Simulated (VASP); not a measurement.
# Ba2Tl5V3O12 (P-42m) in VASP: settings compared

One crystal, Ba2Tl5V3O12, is run at these levels: PBE, PBE+TS; tasks: electrostatic potential, atomic charges.

Everything below comes from runs of VASP 6.6.1. Logs are shortened: lines on timing, memory, paths and dates and some standing lists are left out, and cuts for length are marked.

## 1. The structure

The structure is tetragonal, space group P-42m (No. 111). Conventional cell: a = 10.975 Å, b = 10.975 Å, c = 6.604 Å, α = 90.00°, β = 90.00°, γ = 90.00°. Ba (site symmetry 222) is surrounded by 4 O at 2.58 Å. V (site symmetry -42m) is surrounded by 4 O at 1.73 Å. V (site symmetry 222) is surrounded by 4 O at 1.73 Å. Around Tl (site symmetry -42m) lie 4 O at 2.65 Å. Tl (site symmetry m) has 3 O at 2.50 to 2.65 Å as nearest neighbours. Around O (site symmetry m) lie 1 V at 1.73 Å. O (site symmetry 1) has 1 V at 1.73 Å as nearest neighbours.

The cell was built by a generator and needn't be a form met in nature.

## 2. Electrostatic potential, PBE, collinear spin, ferromagnetic start

File INCAR:

```
SYSTEM = Ba2Tl5V3O12
PREC     = Accurate       ! precision mode
ENCUT    = 520            ! plane-wave cutoff, eV
EDIFF    = 1E-7           ! SCF threshold, eV
ISMEAR   = -1             ! smearing method
SIGMA    = 0.05           ! smearing width, eV
LREAL    = .FALSE.        ! projectors in reciprocal space
LASPH    = .TRUE.         ! aspherical terms in the spheres
NELM     = 120            ! most SCF steps
ALGO     = Normal         ! electronic algorithm
ISIF     = 2              ! what is computed and relaxed
LWAVE    = .FALSE.        ! write WAVECAR
LCHARG   = .TRUE.         ! write CHGCAR
ISPIN    = 2              ! spin polarisation
MAGMOM   = 0 0 2 2 2 0 0 0 0 0 0 0 0 0 0 0 0 0 0 0 0 0 ! initial moments
LORBIT   = 11             ! projections on sites
LMAXMIX  = 4              ! l up to which the mixer works
GGA      = PE             ! functional
LVHAR    = .TRUE.       
KPAR     = 4
```

File KPOINTS:

```
Automatic mesh
0
G
  3 3 4
  0 0 0
```

File POSCAR:

```
Ba2Tl5V3O12
1.0
   10.9745700000      0.0000000000      0.0000000000
    0.0000000000     10.9745700000      0.0000000000
    0.0000000000      0.0000000000      6.6040000000
Ba V Tl O
2 3 5 12
Direct
    0.0000000000      0.5000000000      0.0000000000
    0.5000000000      0.0000000000      0.0000000000
    0.5000000000      0.5000000000      0.0000000000
    0.5000000000      0.0000000000      0.5000000000
    0.0000000000      0.5000000000      0.5000000000
    0.5000000000      0.5000000000      0.5000000000
    0.7126000000      0.2874000000      0.4022800000
    0.2874000000      0.7126000000      0.4022800000
    0.7126000000      0.7126000000      0.5977200000
    0.2874000000      0.2874000000      0.5977200000
    0.4106400000      0.5893600000      0.1577000000
    0.5893600000      0.4106400000      0.1577000000
    0.5893600000      0.5893600000      0.8423000000
    0.4106400000      0.4106400000      0.8423000000
    0.5866100000      0.0857000000      0.3337800000
    0.4133900000      0.0857000000      0.6662200000
    0.5866100000      0.9143000000      0.6662200000
    0.4133900000      0.9143000000      0.3337800000
    0.0857000000      0.5866100000      0.3337800000
    0.0857000000      0.4133900000      0.6662200000
    0.9143000000      0.5866100000      0.6662200000
    0.9143000000      0.4133900000      0.3337800000
```

Potentials or basis: VASP PAW PBE potentials, release 64 (Ba_sv, V_sv, Tl_d, O).

Run with:

```console
> cat potpaw_PBE.64/Ba_sv/POTCAR potpaw_PBE.64/V_sv/POTCAR potpaw_PBE.64/Tl_d/POTCAR potpaw_PBE.64/O/POTCAR > POTCAR
> mpirun -np 4 vasp_std > vasp.out
```

OUTCAR:

```text
SYSTEM = Ba2Tl5V3O12
   PREC = Accurate
   ENCUT = 520
   EDIFF = 1E-7
   ISMEAR = -1
   LREAL = .FALSE.
   LASPH = .TRUE.
   NELM = 120
   ISIF = 2
   ISPIN = 2
   LORBIT = 11
   GGA = PE

 ion  position               nearest neighbor table
   1  0.000  0.500  0.000-  19 2.58  20 2.58  21 2.58  22 2.58   5 3.30   5 3.30
   2  0.500  0.000  0.000-  15 2.58  16 2.58  17 2.58  18 2.58   4 3.30   4 3.30
   3  0.500  0.500  0.000-  11 1.73  12 1.73  13 1.73  14 1.73   6 3.30   6 3.30
   4  0.500  0.000  0.500-  15 1.73  16 1.73  17 1.73  18 1.73   2 3.30   2 3.30
   5  0.000  0.500  0.500-  19 1.73  20 1.73  21 1.73  22 1.73   1 3.30   1 3.30
   6  0.500  0.500  0.500-  11 2.65  12 2.65  13 2.65  14 2.65   3 3.30   3 3.30   8 3.36   9 3.36
                            10 3.36   7 3.36
   7  0.713  0.287  0.402-  12 2.50  15 2.65  22 2.65   6 3.36
   8  0.287  0.713  0.402-  11 2.50  18 2.65  19 2.65   6 3.36
   9  0.713  0.713  0.598-  13 2.50  17 2.65  21 2.65   6 3.36
  10  0.287  0.287  0.598-  14 2.50  16 2.65  20 2.65   6 3.36
  11  0.411  0.589  0.158-   3 1.73   8 2.50   6 2.65
  12  0.589  0.411  0.158-   3 1.73   7 2.50   6 2.65
  13  0.589  0.589  0.842-   3 1.73   9 2.50   6 2.65
  14  0.411  0.411  0.842-   3 1.73  10 2.50   6 2.65
  15  0.587  0.086  0.334-   4 1.73   2 2.58   7 2.65
  16  0.413  0.086  0.666-   4 1.73   2 2.58  10 2.65
  17  0.587  0.914  0.666-   4 1.73   2 2.58   9 2.65
  18  0.413  0.914  0.334-   4 1.73   2 2.58   8 2.65
  19  0.086  0.587  0.334-   5 1.73   1 2.58   8 2.65
  20  0.086  0.413  0.666-   5 1.73   1 2.58  10 2.65
  21  0.914  0.587  0.666-   5 1.73   1 2.58   9 2.65
  22  0.914  0.413  0.334-   5 1.73   1 2.58   7 2.65

  LATTYP: Found a simple tetragonal cell.
 ALAT       =    10.9745700000
 C/A-ratio  =     0.6017547840

  Lattice vectors:

 A1 = (  10.9745700000,   0.0000000000,   0.0000000000)
 A2 = (   0.0000000000,  10.9745700000,   0.0000000000)
 A3 = (   0.0000000000,   0.0000000000,   6.6040000000)

Analysis of symmetry for initial positions (statically):
=====================================================================
 Subroutine PRICEL returns:
 Original cell was already a primitive cell.

 Routine SETGRP: Setting up the symmetry group for a
 simple tetragonal supercell.

 Subroutine GETGRP returns: Found  8 space group operations
 (whereof  8 operations were pure point group operations)
 out of a pool of 16 trial point group operations.

The static configuration has the point symmetry D_2d.

Analysis of symmetry for dynamics (positions and initial velocities):
=====================================================================
 Subroutine PRICEL returns:
 Original cell was already a primitive cell.

 Routine SETGRP: Setting up the symmetry group for a
 simple tetragonal supercell.

 Subroutine GETGRP returns: Found  8 space group operations
 (whereof  8 operations were pure point group operations)
 out of a pool of 16 trial point group operations.

The dynamic configuration has the point symmetry D_2d.

Analysis of structural, dynamic, and magnetic symmetry:
=====================================================================
 Subroutine PRICEL returns:
 Original cell was already a primitive cell.

 Routine SETGRP: Setting up the symmetry group for a
 simple tetragonal supercell.

 Subroutine GETGRP returns: Found  8 space group operations
 (whereof  8 operations were pure point group operations)
 out of a pool of 16 trial point group operations.

The overall configuration has the point symmetry D_2d.

 Subroutine INISYM returns: Found  8 space group operations
 (whereof  8 operations are pure point group operations),
 and found     1 'primitive' translations

----------------------------------------------------------------------------------------

                                     Primitive cell

  volume of cell :     795.3936

  direct lattice vectors                    reciprocal lattice vectors
    10.974570000  0.000000000  0.000000000     0.091119743  0.000000000  0.000000000
     0.000000000 10.974570000  0.000000000     0.000000000  0.091119743  0.000000000
     0.000000000  0.000000000  6.604000000     0.000000000  0.000000000  0.151423380

  length of vectors
[... 95 lines left out ...]
   NGXF,Y,Z  is equivalent  to a cutoff of  25.45, 25.45, 25.17 a.u.
 SYSTEM =  Ba2Tl5V3O12
   PREC   = accura    normal or accurate (medium, high low for compatibility)
   ISTART =      0    job   : 0-new  1-cont  2-samecut
   ICHARG =      2    charge: 1-file 2-atom 10-const
   ISPIN  =      2    spin polarized calculation?
   LNONCOLLINEAR =      F non collinear calculations
   LSORBIT =      F    spin-orbit coupling
   LASPH  =      T    aspherical Exc in radial PAW
   ENCUT  =  520.0 eV  38.22 Ry    6.18 a.u.  20.41 20.41 12.28*2*pi/ulx,y,z
   NELM   =    120;   NELMIN=  2; NELMDL= -5     # of ELM steps
   EDIFF  = 0.1E-06   stopping-criterion for ELM
   LREAL  =      F    real-space projection
   EDIFFG = 0.1E-05   stopping-criterion for IOM
   NSW    =      0    number of steps for IOM
   IBRION =     -1    ionic relax: 0-MD 1-quasi-New 2-CG
   NFREE  =      0    steps in history (QN), initial steepest desc. (CG)
   ISIF   =      2    stress and relaxation
   ISYM   =      2    0-nonsym 1-usesym 2-fastsym
   POTIM  = 0.5000    time-step for ionic-motion
   TEBEG  =    0.0;   TEEND  =   0.0 temperature during run
   PSTRESS=    0.0 pullay stress
   NELECT =     196.0000    total number of electrons
   NUPDOWN=      -1.0000    fix difference up-down
   EMIN   =  10.00;   EMAX   =-10.00  energy-range for DOS
   EFERMI =   0.00;   METHOD = LEGACY
   ISMEAR =    -1;   SIGMA  =   0.05  broadening in eV -4-tet -1-fermi 0-gaus
   EFERMI_NEDOS =   21; number of points for ismear=-14 and -15
   IALGO  =     38    algorithm
   IMIX   =      4    mixing-type and parameters
     AMIX     =   0.40;   BMIX     =  1.00
     AMIX_MAG =   1.60;   BMIX_MAG =  1.00
  volume/ion in A,a.u.               =      36.15       243.98
  Fermi-wavevector in a.u.,A,eV,Ry     =   1.026359  1.939538 14.332564  1.053414
  Thomas-Fermi vector in A             =   2.160248
   LORBIT       =     11    0 simple, 1 ext, 2 COOP (PROOUT), +10 PAW based schemes
   GGA     = PE    functional components
   LHFCALC =     F    Hartree Fock is set to
   AEXX    =    0.0000 exact exchange contribution
   IVDW    =     0    specifies the selected vdW correction
   LEPSILON=     F    determine dielectric tensor
   LRPA    =     F    only Hartree local field effects (RPA)
 spin polarized calculation
  energy-cutoff  :      520.00
  volume of cell :      795.39
 maximum number of plane-waves:     21477
 NGX is ok and might be reduce to    84
   NGX = 41   NGY = 41   NGZ = 25

 number of electron     196.0000032 magnetization      -0.0000059

 number of electron     196.0000032 magnetization       0.0000087

 Free energy of the ion-electron system (eV)
  ---------------------------------------------------
  ext. energy  EPLUGINS =         0.00000000
  ---------------------------------------------------
  free energy    TOTEN  =      -143.24555643 eV

  energy without entropy =     -143.24555643  energy(sigma->0) =     -143.24555643

 E-fermi :   0.0959     XC(G=0):  -5.9711

 val. band max:       -1.0611254915   @ k =   0.3333   0.3333   0.5000
 cond. band min:       1.5056786429   @ k =   0.3333   0.0000   0.0000
 fundamental gap:      2.5668041344
 Fermi energy:         0.0958905872

 spin component 1

 k-point     1 :       0.0000    0.0000    0.0000
  band No.  band energies     occupation
      1     -64.9039      1.00000
      2     -64.9039      1.00000
      3     -64.5892      1.00000
      4     -38.9056      1.00000
      5     -38.9056      1.00000
      6     -38.8422      1.00000
[... 1006 lines left out ...]
    109       2.5959      0.00000
    110       2.6580      0.00000
 Fermi energy:         0.0958905872

 spin component 2

 k-point     1 :       0.0000    0.0000    0.0000
  band No.  band energies     occupation
      1     -64.9039      1.00000
      2     -64.9039      1.00000
      3     -64.5892      1.00000
      4     -38.9056      1.00000
      5     -38.9056      1.00000
      6     -38.8422      1.00000
[... 1006 lines left out ...]
    109       2.5959      0.00000
    110       2.6580      0.00000
 [bands above 110 left out]

------------------------ aborting loop because EDIFF is reached ----------------------------------------

  FORCE on cell =-STRESS in cart. coord.  units (eV):
  Direction    XX          YY          ZZ          XY          YZ          ZX
  --------------------------------------------------------------------------------------
  -------------------------------------------------------------------------------------
  Total        1.2652180      1.2652180      3.2501219      0.0000000      0.0000000     -0.0000000
  in kB        2.5485541      2.5485541      6.5467861      0.0000000      0.0000000     -0.0000000
  external PRESSURE =       3.8812981 kB  Pullay stress =       0.0000000 kB

 VOLUME and BASIS-vectors are now :
 -----------------------------------------------------------------------------
  energy-cutoff  :      520.00
  volume of cell :      795.39
      direct lattice vectors                 reciprocal lattice vectors
    10.974570000  0.000000000  0.000000000     0.091119743  0.000000000  0.000000000
     0.000000000 10.974570000  0.000000000     0.000000000  0.091119743  0.000000000
     0.000000000  0.000000000  6.604000000     0.000000000  0.000000000  0.151423380

 POSITION                                       TOTAL-FORCE (eV/Angst)
 -----------------------------------------------------------------------------------
      0.00000      5.48728      0.00000         0.000000      0.000000      0.000000
      5.48728      0.00000      0.00000         0.000000      0.000000      0.000000
      5.48728      5.48728      0.00000         0.000000     -0.000000      0.000000
      5.48728      0.00000      3.30200        -0.000000      0.000000      0.000000
      0.00000      5.48728      3.30200        -0.000000      0.000000      0.000000
      5.48728      5.48728      3.30200         0.000000      0.000000      0.000000
[... 14 lines left out ...]
     10.03405      6.43779      4.39972        -0.148637      0.145407     -0.026590
     10.03405      4.53678      2.20428        -0.148637     -0.145407      0.026590
 -----------------------------------------------------------------------------------
    total drift:                                0.000000      0.000000      0.000000

  FREE ENERGIE OF THE ION-ELECTRON SYSTEM (eV)
  ---------------------------------------------------
  free  energy   TOTEN  =      -143.2455564321 eV

  energy  without entropy=     -143.2455564320  energy(sigma->0) =     -143.24555643

 total charge

# of ion       s       p       d       tot
------------------------------------------
    1        1.993   5.623   0.324   7.940
    2        1.993   5.623   0.324   7.940
    3        2.392   6.420   3.244  12.055
    4        2.401   6.438   3.279  12.118
    5        2.401   6.438   3.279  12.118
    6        1.257   0.215   9.687  11.159
[... 14 lines left out ...]
   21        1.582   3.409   0.000   4.990
   22        1.582   3.409   0.000   4.990
--------------------------------------------------
tot         36.521  72.185  58.854 167.560

 magnetization (x)

# of ion       s       p       d       tot
------------------------------------------
    1        0.000  -0.000   0.000   0.000
    2        0.000  -0.000   0.000   0.000
    3       -0.000  -0.000  -0.000  -0.000
    4        0.000   0.000  -0.000  -0.000
    5        0.000   0.000  -0.000  -0.000
    6        0.000  -0.000  -0.000  -0.000
[... 14 lines left out ...]
   21        0.000  -0.000   0.000  -0.000
   22        0.000  -0.000   0.000  -0.000
--------------------------------------------------
tot         -0.000   0.000  -0.000  -0.000
```

Run time: 36 min. Hardware: 4 MPI ranks of Intel Xeon Platinum 8375C at 2.90GHz (Ice Lake), shared host; peak memory 1.9 GiB.

Results:

```yaml
Free_energy: -143.2456 eV
Pressure: 0.4 GPa
Largest_force: 0.210 eV/Å
Band_gap_on_the_k_mesh: 2.57 eV, indirect (least direct gap 2.63 eV)
Net_moment: 0.00 μB per cell
Valence_electrons_inside_the_program's_atomic_spheres: Ba 7.94; V 12.05, 12.12; Tl 11.16, 11.11; O 4.96, 4.99
```

Forces in eV/Å, atoms in the order of the input:
```
Ba   0.000  0.000  0.000
Ba   0.000  0.000  0.000
V    0.000  0.000  0.000
V    0.000  0.000  0.000
V    0.000  0.000  0.000
Tl   0.000  0.000  0.000
Tl   0.005 -0.005  0.007
Tl  -0.005  0.005  0.007
Tl   0.005  0.005 -0.007
Tl  -0.005 -0.005 -0.007
O   -0.078  0.078  0.082
O    0.078 -0.078  0.082
O    0.078  0.078 -0.082
O   -0.078 -0.078 -0.082
O    0.145  0.149  0.027
O   -0.145  0.149 -0.027
O    0.145 -0.149 -0.027
O   -0.145 -0.149  0.027
O    0.149  0.145  0.027
O    0.149 -0.145 -0.027
O   -0.149  0.145 -0.027
O   -0.149 -0.145  0.027
```

Caveat: spin-orbit coupling is left out, which as a rule narrows the gap of such compounds by several tenths of an eV; an odd mesh through Γ misses points on the zone boundary, where band edges often lie.

## 3. Atomic charges, PBE+TS, collinear spin, ferromagnetic start

File INCAR:

```
SYSTEM = Ba2Tl5V3O12
PREC = Accurate ; ENCUT = 520
EDIFF = 1E-7 ; ISMEAR = -1
SIGMA = 0.05 ; LREAL = .FALSE.
LASPH = .TRUE. ; NELM = 120
ALGO = Normal ; ISIF = 2
LWAVE = .FALSE. ; LCHARG = .FALSE.
ISPIN = 2 ; MAGMOM = 0 0 2 2 2 0 0 0 0 0 0 0 0 0 0 0 0 0 0 0 0 0
LORBIT = 11 ; LMAXMIX = 4
GGA = PE ; IVDW = 2
KPAR = 4
```

File KPOINTS:

```
regular mesh
0
G
  3 3 4
  0 0 0
```

POSCAR is that of step 2.

Potentials or basis: VASP PAW PBE potentials, release 64 (Ba_sv, V_sv, Tl_d, O).

Run with:

```console
> cat potpaw_PBE.64/Ba_sv/POTCAR potpaw_PBE.64/V_sv/POTCAR potpaw_PBE.64/Tl_d/POTCAR potpaw_PBE.64/O/POTCAR > POTCAR
> mpirun -np 4 vasp_std > vasp.out
```

It took 34 min on 4 MPI ranks of Intel Xeon Platinum 8375C at 2.90GHz (Ice Lake), shared host; peak memory 1.9 GiB.

Results (log left out):

| Item | Value |
| --- | --- |
| Free energy | -146.1399 eV |
| Pressure | -0.3 GPa |
| Largest force | 0.216 eV/Å |
| Band gap on the k mesh | 2.57 eV, indirect (least direct gap 2.63 eV) |
| Net moment | 0.00 μB per cell |
| Valence electrons inside the program's atomic spheres | Ba 7.94; V 12.05, 12.12; Tl 11.16, 11.11; O 4.96, 4.99 |
| Hirshfeld charges | Ba +0.66; V +0.58, +0.60; Tl +0.31, +0.42; O -0.42, -0.43 e |
| Dispersion energy per atom | -0.132 eV |

Forces in eV/Å, atoms in the order of the input:
```
Ba   0.000  0.000  0.000
Ba   0.000  0.000  0.000
V    0.000  0.000  0.000
V    0.000  0.000  0.000
V    0.000  0.000  0.000
Tl   0.000  0.000  0.000
Tl   0.019 -0.019 -0.038
Tl  -0.019  0.019 -0.038
Tl   0.019  0.019  0.038
Tl  -0.019 -0.019  0.038
O   -0.092  0.092  0.086
O    0.092 -0.092  0.086
O    0.092  0.092 -0.086
O   -0.092 -0.092 -0.086
O    0.141  0.162  0.026
O   -0.141  0.162 -0.026
O    0.141 -0.162 -0.026
O   -0.141 -0.162  0.026
O    0.162  0.141  0.026
O    0.162 -0.141 -0.026
O   -0.162  0.141 -0.026
O   -0.162 -0.141  0.026
```

Stress tensor (GPa, compression positive):
```
-0.38  0.00  0.00
 0.00 -0.38  0.00
 0.00  0.00 -0.06
```

Levels at points of the mesh, in eV from the valence-band top:
Spin up:
| k point | band 96 | band 97 | band 98 | band 99 | band 100 | band 101 |
| --- | --- | --- | --- | --- | --- | --- |
| (0.00, 0.00, 0.00) | -0.41 | -0.37 | -0.37 | 2.70 | 2.70 | 2.97 |
| (0.00, 0.00, 0.50) | -0.46 | -0.45 | -0.12 | 2.67 | 2.67 | 2.69 |
Spin down:
```csv
k point,band 96,band 97,band 98,band 99,band 100,band 101
"(0.00, 0.00, 0.00)",-0.41,-0.37,-0.37,2.70,2.70,2.97
"(0.00, 0.00, 0.50)",-0.46,-0.45,-0.12,2.67,2.67,2.69
```

Caveat: spin-orbit coupling is left out, which as a rule narrows the gap of such compounds by several tenths of an eV; an odd mesh through Γ misses points on the zone boundary, where band edges often lie.
